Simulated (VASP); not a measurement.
VASP input:

**INCAR**
```
! general
SYSTEM  = As
PREC    = Accurate
ENCUT   = 400
LREAL   = .False.   ! projection in real space or not
LASPH   = .True.

! electronic loop
EDIFF   = 1E-6   ! SCF stop (eV)
NELM    = 100   ! most electronic steps
ALGO    = Normal   ! blocked Davidson
LMAXMIX = 4   ! l cut-off of mixed one-centre charges

! smearing
ISMEAR  = 1
SIGMA   = 0.1   ! width (eV)

! functional
GGA     = PE

! ions
ISIF    = 2

! output
LWAVE   = .False.
LCHARG  = .False.
```

### KPOINTS
```
Automatic mesh
0
Gamma
10 10 10
0 0 0
```

### POSCAR
```
As
1
    3.7539710000    -1.9176000000     0.0000000000
    3.7539710000     1.9176000000     0.0000000000
    2.7744240000     0.0000000000     3.1736500000
As
2
Direct
  0.2270000000   0.2270000000   0.2270000000
  0.7730000000   0.7730000000   0.7730000000
```

POTCAR, in this order: As (PBE.64 set). Program: vasp_std.

Question: Write an equivalent input for Ansatz.

Answer: One equivalent input (not run):
Ansatz 0.2 input:
```yaml
crystal:
  lattice:
    - [3.7539710, -1.9176000, 0.0000000]
    - [3.7539710, 1.9176000, 0.0000000]
    - [2.7744240, 0.0000000, 3.1736500]
  atoms:
    - { symbol: As, position: [0.2270000, 0.2270000, 0.2270000] }
    - { symbol: As, position: [0.7730000, 0.7730000, 0.7730000] }
kpoints:
  mp_grid: { grid: [10, 10, 10] }
hamiltonian:
  xc: pbe
  pseudopotentials: { kind: paw }
scf:
  occupations: { method: methfessel_paxton, width: 0.1 }
  max_iter: 100
output: { forces: true, stress: true, eigenvalues: true }
```
What does not carry over: each code has its own PAW files, so the cut-off isn't converted (ENCUT is set for VASP's; basis.ecutwfc is left out, and Ansatz then takes the one that its files recommend); Ansatz stops its SCF on the density residual and VASP on the energy change (EDIFF).

The compound is As in the a7 structure. The cell was not relaxed at this level.
